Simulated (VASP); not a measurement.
CsPbCl$_{3}$ (cubic perovskite), at 1.04 of the tabulated volume:

```
CsPbCl3
1.0
    5.68382     0.00000     0.00000
    0.00000     5.68382     0.00000
    0.00000     0.00000     5.68382
Cs Pb Cl
1 1 3
Direct
  0.00000   0.00000   0.00000
  0.50000   0.50000   0.50000
  0.50000   0.00000   0.50000
  0.00000   0.50000   0.50000
  0.50000   0.50000   0.00000
```

The highest filled band near R, direction [111], from PBE with spin-orbit coupling in VASP (PAW); its two spin partners are averaged. The gap over the points computed is 1.04 eV, and the next band on that side lies 1.93 eV away at the edge.

Run with 400 eV cut-off, 5×5×5 Γ-centred mesh, Gaussian smearing of 0.050 eV, potentials Cs_sv Pb_d Cl.

| distance from the edge in k (1/Å) | distance in energy (meV) |
|---|---|
| 0.012 | 3.1 |
| 0.018 | 7.1 |
| 0.025 | 13.6 |
| 0.035 | 26.4 |
| 0.050 | 52.9 |
| 0.070 | 100.3 |

Q: Fit E(1 + αE) = ħ²k²/2m* (ħ²/2m0 = 3.810 eV Å²) and predict the row at 0.095 1/Å.

A: Least squares on the energies gives the hole mass m* = 0.173 m0 and α = 0.73 per eV, and so 175.7 meV. The run gave 175.5 meV, -0.2 meV from the fit.

Left out are points under 3 meV from the edge, since the levels carry 0.1 meV, and points farther than half the way to the next band.

The compound is CsPbCl3 in the cubic perovskite structure, the ideal cubic form; the compound distorts at low or room temperature. The cell was not relaxed at this level.
